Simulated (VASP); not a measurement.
All values below come from PBE GGA, VASP's PBE PAW potentials (set 64) (plane waves; VASP 6.6.1).

Input for VASP

POSCAR:
```
Cr2B
1
    3.7476860000     0.0000000000     0.0000000000
   -1.8738430000     3.2455920000     0.0000000000
    0.0000000000     0.0000000000     4.5919450000
B Cr
2 4
Direct
  0.3333330000   0.6666670000   0.2500000000
  0.6666670000   0.3333330000   0.7500000000
  0.0000000000   0.0000000000   0.0000000000
  0.0000000000   0.0000000000   0.5000000000
  0.3333330000   0.6666670000   0.7500000000
  0.6666670000   0.3333330000   0.2500000000
```

**INCAR**
```
SYSTEM = Cr2B
PREC = Accurate
ENCUT = 400
EDIFF = 1E-6
NELM = 100
ALGO = Normal
LREAL = .FALSE.
LASPH = .TRUE.
ISMEAR = 0
SIGMA = 0.05
GGA = PE
LMAXMIX = 4
LWAVE = .FALSE.
LCHARG = .FALSE.
ISIF = 2
ISPIN = 2
MAGMOM = 0.0 0.0 3.0 3.0 3.0 3.0
LORBIT = 11
```

**KPOINTS**
```
Automatic mesh
0
G
4 4 3
0 0 0
```

POTCAR, in this order: B Cr_pv (PBE.64 set). Program: vasp_std.

### Question
What will the output report for the number of irreducible k-points (NKPTS), largest plane-wave count, number of space-group operations, FFT grid (NGX, NGY, NGZ)?

### Answer

```json
{
 "number of irreducible k-points (NKPTS)": "8",
 "largest_plane_wave_count": "1036",
 "number_of_space_group_operations": "24",
 "FFT grid (NGX, NGY, NGZ)": "24 × 24 × 30"
}
```

The structure was generated: Cr2B was put into an ordered model structure (P6_3/mmc), which need not be its known phase. The cell was not relaxed at this level. The k-mesh is coarse (spacing up to 0.48 per Å, 2π included), so the numbers may not be converged in it.
